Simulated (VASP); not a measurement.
Given:

```
Tl3Br
1.0
   -2.32398     2.32398     5.47959
    2.32398    -2.32398     5.47959
    2.32398     2.32398    -5.47959
Tl Br
3 1
Direct
  0.75000   0.25000   0.50000
  0.25000   0.75000   0.50000
  0.50000   0.50000   0.00000
  0.00000   0.00000   0.00000
```

Level of theory: PBEsol GGA, VASP's PBE PAW potentials (set 64) (plane waves; VASP). Settings: 400 eV cut-off, 10×10×10 Γ-centred mesh, tetrahedra with Blöchl corrections, potentials Tl_d Br.

**Question.** The job: Tl₃Br (space group I4/mmm), 4 atoms, PBEsol, static run, 400 eV, 10×10×10 Γ-centred mesh. Roughly how much core time does it take on a busy server core?

**Answer.** About 3 core-minutes (one run on a shared machine, a rough figure). It had 102 irreducible k-points, 27 bands, up to 2175 plane waves and 15 electronic steps.

The structure comes from a computed database's Tl3Br entry (I4/mmm); how it stands against other phases isn't given here. It was relaxed first, which changed the volume by -11 %.
